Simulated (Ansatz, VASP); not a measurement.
# One calculation of Os4C, two programs

Contents of INCAR:

```
SYSTEM = Os4C
PREC = Accurate
ENCUT = 520
EDIFF = 1E-6
ISMEAR = 0
SIGMA = 0.1
LREAL = .False.
LASPH = .True.
NELM = 80
ALGO = Normal
ISIF = 2
LWAVE = .False.
LCHARG = .False.
GGA = PE
NBANDS = 26
```

Contents of KPOINTS:

```
regular mesh
0
Gamma
  4 4 4
  0 0 0
```

File POSCAR:

```
Os4C
1.0
    3.9384940976      0.0000000000      0.0000000000
    0.0000000000      3.9384940976      0.0000000000
    0.0000000000      0.0000000000      4.2364478011
Os C
4 1
Direct
    0.5000000000      0.0000000000      0.9598320881
    0.5000000000      0.5000000000      0.5370969452
    0.0000000000      0.5000000000      0.9598320881
    0.0000000000      0.0000000000      0.4587475059
    0.5000000000      0.5000000000      0.0851271144
```

Input for Ansatz:

```yaml
crystal:
  lattice:
    - [3.9384940976, 0.0, 0.0]
    - [0.0, 3.9384940976, 0.0]
    - [0.0, 0.0, 4.2364478011]
  atoms:
    - { symbol: Os, position: [0.5, 0.0, 0.9598320881] }
    - { symbol: Os, position: [0.5, 0.5, 0.5370969452] }
    - { symbol: Os, position: [0.0, 0.5, 0.9598320881] }
    - { symbol: Os, position: [0.0, 0.0, 0.4587475059] }
    - { symbol: C, position: [0.5, 0.5, 0.0851271144] }
basis:
  ecutwfc: 420
kpoints:
  mp_grid: { grid: [4, 4, 4] }
hamiltonian:
  xc: pbe
scf:
  occupations: { method: gaussian, width: 0.1 }
  lower_state_search: "off"
output:
  forces: true
  stress: true
  eigenvalues: true
```

Change from the starting cell: the structure that the rattled cell fell into.

Alike in both runs: task single point; functional PBE; k mesh 4 × 4 × 4; occupations gaussian, width 0.1 eV; no spin polarisation.

|  | VASP | Ansatz |
| --- | --- | --- |
| version | VASP 6.6.1 | Ansatz 0.2.0 |
| potentials or method | VASP PAW PBE potentials, release 64 (Os, C) | scalar-relativistic, plane waves, PAW |
| plane-wave cutoff (eV) | 520 | 420 |
| valence electrons in the cell | 36 | 68 |

```csv
,VASP,Ansatz,Ansatz less VASP
gap on the k mesh at the Fermi level (eV),none,none,-
pressure (GPa),1.5,0.1,-1.38
largest component of the traceless stress (GPa),0.88,1.15,+0.273
rms of the force components (eV/Å),0.144,0.097,-0.0477
```

Atom by atom the forces differ by 0.050 eV/Å (rms over components). A gap of «none» marks a metal or a gap that the smearing closes. The two sets of potentials don't hold the same shells in valence.

Caveats: the k mesh is coarse (spacing up to 0.40 Å⁻¹), so the values aren't converged. Spin-orbit coupling is left out, which matters for the levels of Os.
